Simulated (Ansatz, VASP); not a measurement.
# CuF: VASP beside Ansatz, part 2 of 3

One calculation is typed for both programs; each brings its own data sets. How far apart do they land? The cell is generated by rule, not measured, and may not be a known phase. The cell is taken from a series of runs on this material, whose earlier steps may have relaxed, scaled, displaced or heated it; both programs get it as it stands.

VASP 6.6.1 and Ansatz 0.2.0.

So far: The starting structure; Ansatz: zone-centre phonons, PBEsol.

### Step 3. VASP: zone-centre phonons, PBEsol

Level of this step: PBEsol, no spin polarisation; plane waves and PAW (Cu, F); invented cell (VASP).

The same cell, functional, mesh and smearing now go to VASP, with its own data sets.

Lines of VASP's logs that name or quote its potential files are left out, and so is its time.

INCAR reads:

```
SYSTEM = CuF
PREC = Accurate
ENCUT = 600
EDIFF = 1E-08
NELM = 120
ISMEAR = 1
SIGMA = 0.15
LREAL = .FALSE.
ALGO = Normal
GGA = PS
NBANDS = 24
LASPH = .TRUE.
LORBIT = 11
LWAVE = .FALSE.
LCHARG = .FALSE.
ISIF = 2
IBRION = 8
GGA_COMPAT = .FALSE.
KPAR = 2
```

POSCAR reads:

```
CuF
1.0
    2.7533824351     -0.0000024657      0.0000000000
   -1.3766890822      2.3845003680      0.0000000000
    0.0000000000      0.0000000000      6.7521585394
Cu F
2 2
Direct
    0.3333333334      0.6666666668      0.0470340470
    0.6666666668      0.3333333334      0.5470340470
    0.3333333334      0.6666666668      0.3279659530
    0.6666666668      0.3333333334      0.8279659530
```

KPOINTS reads:

```
Automatic mesh
0
Gamma
15 15 6
0 0 0
```

Potentials, in the order of the species: Cu and F (PBE family, release 64).

Launch:

```bash
$ mpirun -np 2 vasp_std
```

Output:

```text
[banner, memory and clock lines left out]
running    2 mpi-ranks, on    1 nodes
 distrk:  each k-point on    1 cores,    2 groups
 distr:  one band on    1 cores,    1 groups

 POSCAR found type information on POSCAR CuF
 POSCAR found :  2 types and       4 ions
|                                                                             |
|               ----> ADVICE to this user running VASP <----                  |
|                                                                             |
|     You enforced a specific xc type in the INCAR file but a different       |
|     [... a line on the potential file left out ...]
|     I HOPE YOU KNOW WHAT YOU ARE DOING!                                     |
|                                                                             |

 LDA part: xc-table for (Slater+PW92), standard interpolation
 POSCAR, INCAR and KPOINTS ok, starting setup
 FFT: planning ... GRIDC
 FFT: planning ... GRID_SOFT
 FFT: planning ... GRID
 WAVECAR not read
 entering main loop
       N       E                     dE             d eps       ncg     rms          rms(c)
DAV:   1     0.366968694769E+03    0.36697E+03   -0.19609E+04  5336   0.264E+03
DAV:   2     0.288146841992E+02   -0.33815E+03   -0.31965E+03  5264   0.462E+02
DAV:   3    -0.169952718186E+02   -0.45810E+02   -0.44418E+02  6792   0.193E+02
DAV:   4    -0.182077784038E+02   -0.12125E+01   -0.12104E+01  6240   0.327E+01
DAV:   5    -0.182242474777E+02   -0.16469E-01   -0.16467E-01  6872   0.344E+00    0.107E+01
DAV:   6    -0.172047237970E+02    0.10195E+01   -0.17461E+01  7640   0.937E+01    0.797E+00
DAV:   7    -0.160372739614E+02    0.11674E+01   -0.43834E+00  6800   0.658E+01    0.204E+00
DAV:   8    -0.160357436222E+02    0.15303E-02   -0.41216E-01  7840   0.583E+00    0.892E-01
DAV:   9    -0.160202531511E+02    0.15490E-01   -0.23541E-02  7080   0.266E+00    0.274E-01
DAV:  10    -0.160195290810E+02    0.72407E-03   -0.96260E-03  8088   0.191E+00    0.118E-01
DAV:  11    -0.160193663340E+02    0.16275E-03   -0.76919E-04  8024   0.613E-01    0.252E-02
DAV:  12    -0.160193711268E+02   -0.47928E-05   -0.93278E-05  6720   0.103E-01    0.100E-02
DAV:  13    -0.160193707390E+02    0.38784E-06   -0.10346E-05  8184   0.421E-02    0.349E-03
DAV:  14    -0.160193707110E+02    0.27943E-07   -0.10085E-06  7256   0.145E-02    0.117E-03
DAV:  15    -0.160193706058E+02    0.10525E-06   -0.80170E-08  5824   0.658E-03    0.908E-05
DAV:  16    -0.160193706084E+02   -0.26002E-08   -0.58693E-09  3376   0.105E-03
   1 F= -.16019371E+02 E0= -.16022602E+02  d E =0.969412E-02
 Linear response reoptimize wavefunctions to high precision
DAV:   1    -0.160193706088E+02   -0.39654E-09   -0.41300E-09  4048   0.101E-03
DAV:   2    -0.160193706088E+02   -0.74579E-10   -0.46505E-10  3168   0.211E-04
 Linear response DOF=           4
 Linear response progress:
  Degree of freedom:   1/  4
       N       E                     dE             d eps       ncg     rms          rms(c)
RMM:   1    -0.239631091706E+00   -0.23963E+00   -0.18220E-01 43854   0.703E+00
RMM:   2    -0.238770610047E+00    0.86048E-03   -0.10347E-02 47147   0.990E-01    0.986E-02
RMM:   3    -0.238594854766E+00    0.17576E-03   -0.95983E-04 52008   0.223E-01    0.621E-02
RMM:   4    -0.238380328315E+00    0.21453E-03   -0.16948E-04 52199   0.101E-01    0.920E-03
RMM:   5    -0.238380678450E+00   -0.35014E-06   -0.76048E-07 53784   0.189E-02    0.483E-03
RMM:   6    -0.238361685837E+00    0.18993E-04   -0.10955E-06 47980   0.863E-03    0.293E-03
RMM:   7    -0.238349726365E+00    0.11959E-04   -0.49642E-07 47293   0.661E-03    0.685E-04
RMM:   8    -0.238346138957E+00    0.35874E-05   -0.51458E-07 55865   0.287E-03    0.229E-04
RMM:   9    -0.238346431133E+00   -0.29218E-06   -0.49175E-08 54951   0.581E-04    0.734E-05
RMM:  10    -0.238346089861E+00    0.34127E-06    0.26416E-08 55226   0.148E-04    0.249E-05
RMM:  11    -0.238346107901E+00   -0.18041E-07   -0.98052E-09 50020   0.627E-05    0.185E-05
RMM:  12    -0.238346157872E+00   -0.49970E-07    0.32768E-09 55973   0.387E-05    0.727E-06
RMM:  13    -0.238346188652E+00   -0.30780E-07    0.10487E-09 55824   0.241E-05    0.101E-06
RMM:  14    -0.238346183568E+00    0.50839E-08    0.84324E-10 54175   0.142E-05    0.764E-07
 first order change of Fermi-energy   0.91324E-05
 force on displaced ion       1 direction 1 :   0.254   0.000  -0.001
 Linear response progress:
  Degree of freedom:   2/  4
       N       E                     dE             d eps       ncg     rms          rms(c)
RMM:   1    -0.257583345648E+00   -0.25758E+00   -0.45265E-01  9586   0.115E+01
RMM:   2    -0.256011085266E+00    0.15723E-02   -0.34447E-02 10159   0.134E+00    0.134E-01
RMM:   3    -0.254144749427E+00    0.18663E-02   -0.35173E-03  9898   0.572E-01    0.918E-02
RMM:   4    -0.253793051070E+00    0.35170E-03   -0.35964E-04 10166   0.320E-01    0.575E-02
RMM:   5    -0.253689024967E+00    0.10403E-03   -0.40196E-04 10439   0.200E-01    0.224E-02
RMM:   6    -0.253686111598E+00    0.29134E-05   -0.15221E-06 11249   0.951E-02    0.109E-02
RMM:   7    -0.253744874414E+00   -0.58763E-04   -0.24031E-05 10431   0.290E-02    0.678E-03
RMM:   8    -0.253840620561E+00   -0.95746E-04   -0.26497E-05 11272   0.177E-02    0.226E-03
RMM:   9    -0.253831200155E+00    0.94204E-05    0.23205E-06 11045   0.568E-03    0.626E-04
RMM:  10    -0.253826879626E+00    0.43205E-05    0.74625E-06 12103   0.274E-03    0.216E-04
RMM:  11    -0.253828834811E+00   -0.19552E-05    0.36158E-06 11903   0.646E-04    0.604E-05
RMM:  12    -0.253829002695E+00   -0.16788E-06    0.35517E-07 12231   0.140E-04    0.256E-05
RMM:  13    -0.253828893852E+00    0.10884E-06    0.41279E-08 11758   0.645E-05    0.415E-06
RMM:  14    -0.253828911819E+00   -0.17966E-07   -0.10478E-07 12078   0.255E-05    0.172E-06
RMM:  15    -0.253828901484E+00    0.10335E-07    0.14591E-08 11133   0.124E-05    0.994E-07
RMM:  16    -0.253828902838E+00   -0.13545E-08    0.74704E-09 11901   0.118E-05    0.237E-07
 first order change of Fermi-energy  -0.23726E-01
 force on displaced ion       1 direction 3 :  -0.000   0.000 -14.714
 Linear response progress:
  Degree of freedom:   3/  4
       N       E                     dE             d eps       ncg     rms          rms(c)
RMM:   1    -0.518780379986E+00   -0.51878E+00    0.71329E-01 74251   0.453E+00
RMM:   2    -0.516230269271E+00    0.25501E-02   -0.45839E-03 41700   0.912E-01    0.938E-02
RMM:   3    -0.517297570477E+00   -0.10673E-02   -0.15037E-03 53872   0.291E-01    0.588E-02
RMM:   4    -0.518617704735E+00   -0.13201E-02   -0.93205E-05 52684   0.721E-02    0.647E-03
RMM:   5    -0.518656273429E+00   -0.38569E-04   -0.81469E-06 55001   0.185E-02    0.295E-03
RMM:   6    -0.518607138741E+00    0.49135E-04   -0.57292E-07 47805   0.730E-03    0.111E-03
RMM:   7    -0.518607821360E+00   -0.68262E-06   -0.78388E-08 48765   0.376E-03    0.288E-04
RMM:   8    -0.518618633091E+00   -0.10812E-04   -0.32276E-08 52197   0.112E-03    0.168E-04
RMM:   9    -0.518617346876E+00    0.12862E-05    0.73730E-10 55735   0.303E-04    0.207E-05
RMM:  10    -0.518617250463E+00    0.96413E-07   -0.72918E-10 51661   0.852E-05    0.977E-06
RMM:  11    -0.518617302191E+00   -0.51728E-07   -0.12276E-09 53812   0.450E-05    0.379E-06
RMM:  12    -0.518617342375E+00   -0.40185E-07   -0.11925E-09 52709   0.291E-05    0.105E-06
RMM:  13    -0.518617350923E+00   -0.85473E-08   -0.11458E-09 53942   0.192E-05    0.917E-07
 first order change of Fermi-energy   0.22457E-05
 force on displaced ion       3 direction 1 :  -0.364   0.000   0.000
 Linear response progress:
  Degree of freedom:   4/  4
       N       E                     dE             d eps       ncg     rms          rms(c)
RMM:   1    -0.568182341856E+00   -0.56818E+00    0.88469E-01 15632   0.574E+00
RMM:   2    -0.560848310767E+00    0.73340E-02   -0.95241E-03  8957   0.144E+00    0.138E-01
RMM:   3    -0.561863398028E+00   -0.10151E-02   -0.24903E-03  9978   0.603E-01    0.101E-01
RMM:   4    -0.562189069194E+00   -0.32567E-03   -0.57850E-04  9906   0.330E-01    0.526E-02
RMM:   5    -0.562782582958E+00   -0.59351E-03   -0.35969E-04 10490   0.154E-01    0.203E-02
RMM:   6    -0.562846641957E+00   -0.64059E-04   -0.32689E-05 10435   0.648E-02    0.869E-03
RMM:   7    -0.562794427078E+00    0.52215E-04   -0.10063E-06 10344   0.255E-02    0.493E-03
RMM:   8    -0.562768654178E+00    0.25773E-04   -0.19214E-06 11331   0.119E-02    0.111E-03
RMM:   9    -0.562789676893E+00   -0.21023E-04    0.39464E-07  9873   0.456E-03    0.532E-04
RMM:  10    -0.562788003768E+00    0.16731E-05    0.85502E-08 11666   0.170E-03    0.150E-04
RMM:  11    -0.562786295563E+00    0.17082E-05    0.11992E-07 11510   0.496E-04    0.409E-05
RMM:  12    -0.562786905192E+00   -0.60963E-06    0.12890E-08 12079   0.136E-04    0.139E-05
RMM:  13    -0.562786885647E+00    0.19545E-07   -0.63674E-09 10803   0.695E-05    0.596E-06
RMM:  14    -0.562786931028E+00   -0.45381E-07    0.36962E-09 11594   0.318E-05    0.201E-06
RMM:  15    -0.562786933194E+00   -0.21657E-08   -0.13141E-09 11381   0.195E-05    0.345E-07
 first order change of Fermi-energy   0.23443E-01
 force on displaced ion       3 direction 3 :   0.000   0.000 -11.969
 Linear response finished
```

[end of part 2 of 3]

[Lines on the potential files, build, host, timing and source positions are cut from VASP's logs without a mark.]

[Logs are printed without paths, hosts, clocks, repeated set-up lines and the standing remarks that a program may print on its own settings, such as how far it seeks lower states.]

[Hosts, paths, dates, database ids (printed as entryN), source tags and the programs' standing remarks are cut or masked in the printed files.]
